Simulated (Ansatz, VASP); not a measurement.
# Two plane-wave programs on NaBeH2

INCAR

```
SYSTEM = NaBeH2
ALGO = Normal ; EDIFF = 1E-6
EDIFFG = -0.04 ; ENCUT = 600
GGA = PE ; IBRION = 2
ISIF = 3 ; ISMEAR = 0
LASPH = .TRUE. ; LCHARG = .FALSE.
LREAL = .FALSE. ; LWAVE = .FALSE.
NELM = 80 ; NSW = 90
PREC = Accurate ; SIGMA = 0.1
```

KPOINTS

```
k-points
0
G
  6 6 6
  0 0 0
```

POSCAR

```
NaBeH2
1.0
    1.8610979900      1.0745054200      3.7830503900
   -1.8610979900      1.0745054200      3.7830503900
    0.0000000000     -2.1490108500      3.7830503900
Na Be H
1 1 2
Direct
    0.0000000000      0.0000000000      0.0000000000
    0.5000000000      0.5000000000      0.5000000000
    0.6467276800      0.6467276800      0.6467276800
    0.3532723200      0.3532723200      0.3532723200
```

Input for Ansatz:

```yaml
crystal:
  lattice:
    - [1.86109799, 1.07450542, 3.78305039]
    - [-1.86109799, 1.07450542, 3.78305039]
    - [0.0, -2.14901085, 3.78305039]
  atoms:
    - { symbol: Na, position: [0.0, 0.0, 0.0] }
    - { symbol: Be, position: [0.5, 0.5, 0.5] }
    - { symbol: H, position: [0.64672768, 0.64672768, 0.64672768] }
    - { symbol: H, position: [0.35327232, 0.35327232, 0.35327232] }
basis:
  ecutwfc: 420
kpoints:
  mp_grid: { grid: [6, 6, 6] }
hamiltonian:
  xc: pbe
scf:
  occupations: { method: gaussian, width: 0.1 }
  lower_state_search: "off"
output:
  forces: true
  stress: true
  eigenvalues: true
relax:
  adjacent_minimum: "off"
  f_tol: 0.04
  max_steps: 70
  cell: { stress_tol: 0.4 }
```

Alike in both runs: task relaxation of cell and atoms; functional PBE; k mesh 6 × 6 × 6; occupations gaussian, width 0.1 eV; no spin polarisation.

```csv
,VASP,Ansatz
version,VASP 6.6.1,Ansatz 0.2.0
potentials or method,"VASP PAW PBE potentials, release 64 (Na_pv, Be, H)","scalar-relativistic, plane waves, PAW"
plane-wave cutoff (eV),600,420
valence electrons in the cell,11,13
```

```tsv
	VASP	Ansatz	Ansatz less VASP
gap on the k mesh at the Fermi level, each at its own relaxed structure (eV)	none	none	-
relaxed volume (Å³/atom)	12.49	12.45	-0.037
relaxed cell length with the largest relative difference (Å)	5.188	5.179	-0.0088
energy change over the relaxation (meV/atom)	-333	-335	-1.2
```

A gap of «none» marks a metal or a gap that the smearing closes. The two sets of potentials don't hold the same shells in valence.
